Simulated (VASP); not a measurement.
# Li3Y (P6_3/mmc) in VASP: single point with PBE

Aim: the single point of Li3Y with PBE.

Everything below comes from runs of VASP 6.6.1. Logs are shortened: lines on timing, memory, paths and dates and some standing lists are left out, and cuts for length are marked.

### Step 1. The crystal as given

It takes space group P6_3/mmc (No. 194, hexagonal). Conventional cell: a = 6.568 Å, b = 6.568 Å, c = 4.993 Å, α = 90.00°, β = 90.00°, γ = 120.00°. Li (site symmetry mm2) is surrounded by 6 Li at 2.95 to 3.02 Å and 4 Y at 3.25 to 3.29 Å. Around Y (site symmetry -6m2) lie 12 Li at 3.25 to 3.29 Å.

The cell comes from a database or a generator and needn't be the stable form of this composition.

### Step 2. Single point, PBE

Input file INCAR:

```
SYSTEM = Li3Y
PREC = Accurate ; ENCUT = 520
EDIFF = 1E-6 ; ISMEAR = 1
SIGMA = 0.15 ; LREAL = .False.
LASPH = .True. ; NELM = 100
ALGO = Normal ; ISIF = 2
LWAVE = .False. ; LCHARG = .False.
GGA = PE ; NBANDS = 30
```

Input file KPOINTS:

```
regular mesh
0
Gamma
  4 4 4
  0 0 0
```

Input file POSCAR:

```
Li3Y
1.0
    6.5680938900      0.0000000000      0.0000000000
   -3.2840469400      5.6881361600      0.0000000000
    0.0000000000      0.0000000000      4.9927860000
Li Y
6 2
Direct
    0.2995380000      0.1497690000      0.7500000000
    0.8502310000      0.1497690000      0.7500000000
    0.8502310000      0.7004620000      0.7500000000
    0.7004620000      0.8502310000      0.2500000000
    0.1497690000      0.8502310000      0.2500000000
    0.1497690000      0.2995380000      0.2500000000
    0.6666666667      0.3333333333      0.2500000000
    0.3333333333      0.6666666667      0.7500000000
```

Potentials or basis: VASP PAW PBE potentials, release 64 (Li_sv, Y_sv).

The run is started by

```sh
> cat potpaw_PBE.64/Li_sv/POTCAR potpaw_PBE.64/Y_sv/POTCAR > POTCAR
> mpirun -np 1 vasp_std > vasp.out
```

OUTCAR:

```text
SYSTEM = Li3Y
   PREC = Accurate
   ENCUT = 520
   EDIFF = 1E-6
   ISMEAR = 1
   LREAL = .False.
   LASPH = .True.
   NELM = 100
   ISIF = 2
   GGA = PE

 ion  position               nearest neighbor table
   1  0.300  0.150  0.750-   7 3.25   7 3.25   8 3.29   8 3.29
   2  0.850  0.150  0.750-   7 3.25   7 3.25   8 3.29   8 3.29
   3  0.850  0.700  0.750-   7 3.25   7 3.25   8 3.29   8 3.29
   4  0.700  0.850  0.250-   8 3.25   8 3.25   7 3.29   7 3.29
   5  0.150  0.850  0.250-   8 3.25   8 3.25   7 3.29   7 3.29
   6  0.150  0.300  0.250-   8 3.25   8 3.25   7 3.29   7 3.29
   7  0.667  0.333  0.250-   2 3.25   2 3.25   3 3.25   3 3.25   1 3.25   1 3.25   4 3.29   4 3.29
                             6 3.29   5 3.29   5 3.29   6 3.29
   8  0.333  0.667  0.750-   5 3.25   5 3.25   6 3.25   6 3.25   4 3.25   4 3.25   1 3.29   1 3.29
                             3 3.29   2 3.29   2 3.29   3 3.29

  LATTYP: Found a hexagonal cell.
 ALAT       =     6.5680938900
 C/A-ratio  =     0.7601575257

  Lattice vectors:

 A1 = (   6.5680938900,   0.0000000000,   0.0000000000)
 A2 = (  -3.2840469400,   5.6881361600,   0.0000000000)
 A3 = (   0.0000000000,   0.0000000000,   4.9927860000)

Analysis of symmetry for initial positions (statically):
=====================================================================
 Subroutine PRICEL returns:
 Original cell was already a primitive cell.

 Routine SETGRP: Setting up the symmetry group for a
 hexagonal supercell.

 Subroutine GETGRP returns: Found 24 space group operations
 (whereof 12 operations were pure point group operations)
 out of a pool of 24 trial point group operations.

The static configuration has the point symmetry D_3d.
 The point group associated with its full space group is D_6h.

Analysis of symmetry for dynamics (positions and initial velocities):
=====================================================================
 Subroutine PRICEL returns:
 Original cell was already a primitive cell.

 Routine SETGRP: Setting up the symmetry group for a
 hexagonal supercell.

 Subroutine GETGRP returns: Found 24 space group operations
 (whereof 12 operations were pure point group operations)
 out of a pool of 24 trial point group operations.

The dynamic configuration has the point symmetry D_3d.
 The point group associated with its full space group is D_6h.

 Subroutine INISYM returns: Found 24 space group operations
 (whereof 12 operations are pure point group operations),
 and found     1 'primitive' translations

----------------------------------------------------------------------------------------

                                     Primitive cell

  volume of cell :     186.5315

  direct lattice vectors                    reciprocal lattice vectors
     6.568093890  0.000000000  0.000000000     0.152251173  0.087902256  0.000000000
    -3.284046940  5.688136160  0.000000000     0.000000000  0.175804512  0.000000000
     0.000000000  0.000000000  4.992786000     0.000000000  0.000000000  0.200288977

  length of vectors
     6.568093890  6.568093885  4.992786000     0.175804512  0.175804512  0.200288977

  position of ions in fractional coordinates (direct lattice)
     0.299538000  0.149769000  0.750000000
     0.850231000  0.149769000  0.750000000
     0.850231000  0.700462000  0.750000000
     0.700462000  0.850231000  0.250000000
     0.149769000  0.850231000  0.250000000
     0.149769000  0.299538000  0.250000000
     0.666666667  0.333333333  0.250000000
     0.333333333  0.666666667  0.750000000

  ion indices of the primitive-cell ions
   primitive index   ion index
                 1           1
                 2           2
                 3           3
                 4           4
                 5           5
                 6           6
                 7           7
                 8           8

----------------------------------------------------------------------------------------

 KPOINTS: regular mesh

Automatic generation of k-mesh.
 Grid dimensions read from file:
 generate k-points for:    4    4    4

 Generating k-lattice:

  Cartesian coordinates                     Fractional coordinates (reciprocal lattice)
     0.038062793  0.021975564  0.000000000     0.250000000 -0.000000000  0.000000000
     0.000000000  0.043951128  0.000000000     0.000000000  0.250000000  0.000000000
     0.000000000  0.000000000  0.050072244     0.000000000  0.000000000  0.250000000

  Length of vectors
     0.043951128  0.043951128  0.050072244

  Shift w.r.t. Gamma in fractional coordinates (k-lattice)
     0.000000000  0.000000000  0.000000000

 Subroutine IBZKPT returns following result:
 ===========================================

 Found     12 irreducible k-points:

 Following reciprocal coordinates:
            Coordinates               Weight
  0.000000  0.000000  0.000000      1.000000
  0.250000  0.000000  0.000000      6.000000
  0.500000  0.000000  0.000000      3.000000
  0.250000  0.250000  0.000000      6.000000
  0.000000  0.000000  0.250000      2.000000
  0.250000  0.000000  0.250000     12.000000
  0.500000  0.000000  0.250000      6.000000
  0.250000  0.250000  0.250000     12.000000
  0.000000  0.000000  0.500000      1.000000
  0.250000  0.000000  0.500000      6.000000
  0.500000  0.000000  0.500000      3.000000
  0.250000  0.250000  0.500000      6.000000
   k-points           NKPTS =     12   k-points in BZ     NKDIM =     12   number of bands    NBANDS=     30
   number of dos      NEDOS =    301   number of ions     NIONS =      8
   total plane-waves  NPLWV = 100000
   dimension x,y,z NGX =    50 NGY =   50 NGZ =   40
   dimension x,y,z NGXF=   100 NGYF=  100 NGZF=   80
   ions per type =               6   2
   NGX,Y,Z   is equivalent  to a cutoff of  12.66, 12.66, 13.32 a.u.
   NGXF,Y,Z  is equivalent  to a cutoff of  25.31, 25.31, 26.64 a.u.
 SYSTEM =  Li3Y
   PREC   = accura    normal or accurate (medium, high low for compatibility)
   ISTART =      0    job   : 0-new  1-cont  2-samecut
   ICHARG =      2    charge: 1-file 2-atom 10-const
   ISPIN  =      1    spin polarized calculation?
   LNONCOLLINEAR =      F non collinear calculations
   LSORBIT =      F    spin-orbit coupling
   LASPH  =      T    aspherical Exc in radial PAW
   ENCUT  =  520.0 eV  38.22 Ry    6.18 a.u.  12.21 12.21  9.28*2*pi/ulx,y,z
   NELM   =    100;   NELMIN=  2; NELMDL= -5     # of ELM steps
   EDIFF  = 0.1E-05   stopping-criterion for ELM
   LREAL  =      F    real-space projection
   EDIFFG = 0.1E-04   stopping-criterion for IOM
   NSW    =      0    number of steps for IOM
   IBRION =     -1    ionic relax: 0-MD 1-quasi-New 2-CG
   NFREE  =      0    steps in history (QN), initial steepest desc. (CG)
   ISIF   =      2    stress and relaxation
   ISYM   =      2    0-nonsym 1-usesym 2-fastsym
   POTIM  = 0.5000    time-step for ionic-motion
   TEBEG  =    0.0;   TEEND  =   0.0 temperature during run
   PSTRESS=    0.0 pullay stress
   NELECT =      40.0000    total number of electrons
   NUPDOWN=      -1.0000    fix difference up-down
   EMIN   =  10.00;   EMAX   =-10.00  energy-range for DOS
   EFERMI =   0.00;   METHOD = LEGACY
   ISMEAR =     1;   SIGMA  =   0.15  broadening in eV -4-tet -1-fermi 0-gaus
   EFERMI_NEDOS =   21; number of points for ismear=-14 and -15
   IALGO  =     38    algorithm
   IMIX   =      4    mixing-type and parameters
     AMIX     =   0.40;   BMIX     =  1.00
     AMIX_MAG =   1.60;   BMIX_MAG =  1.00
  volume/ion in A,a.u.               =      23.32       157.35
  Fermi-wavevector in a.u.,A,eV,Ry     =   0.979890  1.851724 13.064106  0.960185
  Thomas-Fermi vector in A             =   2.110778
   LORBIT       =      0    0 simple, 1 ext, 2 COOP (PROOUT), +10 PAW based schemes
   GGA     = PE    functional components
   LHFCALC =     F    Hartree Fock is set to
   AEXX    =    0.0000 exact exchange contribution
   IVDW    =     0    specifies the selected vdW correction
   LEPSILON=     F    determine dielectric tensor
   LRPA    =     F    only Hartree local field effects (RPA)
 non-spin polarized calculation
 Methfessel and Paxton  Order N= 1 SIGMA  =   0.15
  energy-cutoff  :      520.00
  volume of cell :      186.53
 maximum number of plane-waves:      5042
 NGX is ok and might be reduce to    50
   NGX = 25   NGY = 25   NGZ = 19

 number of electron      40.0000018 magnetization

 Free energy of the ion-electron system (eV)
  ---------------------------------------------------
  ext. energy  EPLUGINS =         0.00000000
  ---------------------------------------------------
  free energy    TOTEN  =       -22.83562432 eV

  energy without entropy =      -22.82756828  energy(sigma->0) =      -22.83293897

 E-fermi :   1.4337     XC(G=0):  -7.9471

 val. band max:        1.4329864918   @ k =   0.2500   0.0000   0.0000
 cond. band min:       1.4426384719   @ k =   0.2500   0.0000   0.0000
 fundamental gap:      0.0096519800
 Fermi energy:         1.4336963166

 k-point     1 :       0.0000    0.0000    0.0000
  band No.  band energies     occupation
      1     -44.5606      2.00000
      2     -44.5491      2.00000
      3     -44.5491      2.00000
      4     -44.5459      2.00000
      5     -44.5420      2.00000
      6     -44.5420      2.00000
[... 22 lines left out ...]
     29       3.3954     -0.00000
     30       3.7405     -0.00000

 k-point     2 :       0.2500    0.0000    0.0000
  band No.  band energies     occupation
      1     -44.5603      2.00000
      2     -44.5494      2.00000
      3     -44.5491      2.00000
      4     -44.5456      2.00000
      5     -44.5422      2.00000
      6     -44.5419      2.00000
[... 22 lines left out ...]
     29       3.8535     -0.00000
     30       3.8914     -0.00000

 k-point     3 :       0.5000    0.0000    0.0000
  band No.  band energies     occupation
      1     -44.5598      2.00000
      2     -44.5497      2.00000
      3     -44.5491      2.00000
      4     -44.5454      2.00000
      5     -44.5425      2.00000
      6     -44.5419      2.00000
[... 22 lines left out ...]
     29       4.8765      0.00000
     30       5.0802      0.00000

 k-point     4 :       0.2500    0.2500    0.0000
  band No.  band energies     occupation
      1     -44.5599      2.00000
      2     -44.5496      2.00000
      3     -44.5493      2.00000
      4     -44.5453      2.00000
      5     -44.5423      2.00000
      6     -44.5421      2.00000
[... 22 lines left out ...]
     29       4.7431      0.00000
     30       4.7871      0.00000

 k-point     5 :       0.0000    0.0000    0.2500
  band No.  band energies     occupation
      1     -44.5584      2.00000
      2     -44.5480      2.00000
      3     -44.5480      2.00000
      4     -44.5480      2.00000
      5     -44.5430      2.00000
      6     -44.5430      2.00000
[... 22 lines left out ...]
     29       3.8688     -0.00000
     30       4.1952     -0.00000
[... 130 lines left out ...]
     29       4.4012     -0.00000
     30       4.4012     -0.00000

 k-point    10 :       0.2500    0.0000    0.5000
  band No.  band energies     occupation
      1     -44.5529      2.00000
      2     -44.5529      2.00000
      3     -44.5458      2.00000
      4     -44.5458      2.00000
      5     -44.5455      2.00000
      6     -44.5455      2.00000
[... 22 lines left out ...]
     29       4.2318     -0.00000
     30       4.2355     -0.00000

 k-point    11 :       0.5000    0.0000    0.5000
  band No.  band energies     occupation
      1     -44.5526      2.00000
      2     -44.5526      2.00000
      3     -44.5461      2.00000
      4     -44.5461      2.00000
      5     -44.5455      2.00000
      6     -44.5455      2.00000
[... 22 lines left out ...]
     29       4.3935     -0.00000
     30       4.3952     -0.00000

 k-point    12 :       0.2500    0.2500    0.5000
  band No.  band energies     occupation
      1     -44.5526      2.00000
      2     -44.5526      2.00000
      3     -44.5461      2.00000
      4     -44.5461      2.00000
      5     -44.5455      2.00000
      6     -44.5455      2.00000
[... 22 lines left out ...]
     29       3.9483     -0.00000
     30       3.9483     -0.00000

------------------------ aborting loop because EDIFF is reached ----------------------------------------

  FORCE on cell =-STRESS in cart. coord.  units (eV):
  Direction    XX          YY          ZZ          XY          YZ          ZX
  --------------------------------------------------------------------------------------
  -------------------------------------------------------------------------------------
  Total        0.1142234      0.1142234     -0.1748304      0.0000000     -0.0000000     -0.0000000
  in kB        0.9811005      0.9811005     -1.5016722      0.0000000     -0.0000000     -0.0000000
  external PRESSURE =       0.1535096 kB  Pullay stress =       0.0000000 kB

 VOLUME and BASIS-vectors are now :
 -----------------------------------------------------------------------------
  energy-cutoff  :      520.00
  volume of cell :      186.53
      direct lattice vectors                 reciprocal lattice vectors
     6.568093890  0.000000000  0.000000000     0.152251173  0.087902256  0.000000000
    -3.284046940  5.688136160  0.000000000     0.000000000  0.175804512  0.000000000
     0.000000000  0.000000000  4.992786000     0.000000000  0.000000000  0.200288977

 POSITION                                       TOTAL-FORCE (eV/Angst)
 -----------------------------------------------------------------------------------
      1.47555      0.85191      3.74459         0.033096      0.019108      0.000000
      5.09255      0.85191      3.74459        -0.033096      0.019108     -0.000000
      3.28405      3.98432      3.74459        -0.000000     -0.038216     -0.000000
      1.80850      4.83623      1.24820        -0.033096     -0.019108      0.000000
     -1.80850      4.83623      1.24820         0.033096     -0.019108      0.000000
      0.00000      1.70381      1.24820         0.000000      0.038216      0.000000
      3.28405      1.89605      1.24820        -0.000000     -0.000000      0.000000
      0.00000      3.79209      3.74459         0.000000     -0.000000      0.000000
 -----------------------------------------------------------------------------------
    total drift:                               -0.000000      0.000000     -0.000000

  FREE ENERGIE OF THE ION-ELECTRON SYSTEM (eV)
  ---------------------------------------------------
  free  energy   TOTEN  =       -22.8356243159 eV

  energy  without entropy=      -22.8275682849  energy(sigma->0) =      -22.83293897
```

It took 48 s on 1 thread of Intel Xeon 6975P-C (Granite Rapids), shared host; peak memory 0.33 GiB.

What came out:

```yaml
Free_energy: -22.8356 eV
Largest_force: 0.038 eV/Å
Band_gap_on_the_k_mesh: none (metal or under the smearing width)
```

Forces on the atoms (eV/Å):
```
Li   0.033  0.019  0.000
Li  -0.033  0.019  0.000
Li   0.000 -0.038  0.000
Li  -0.033 -0.019  0.000
Li   0.033 -0.019  0.000
Li   0.000  0.038  0.000
Y    0.000  0.000  0.000
Y    0.000  0.000  0.000
```

Caveat: the cutoff is under 1.25 times the usual one of these potentials, so pressure, stress and relaxed cells hold a basis-set (Pulay) error.
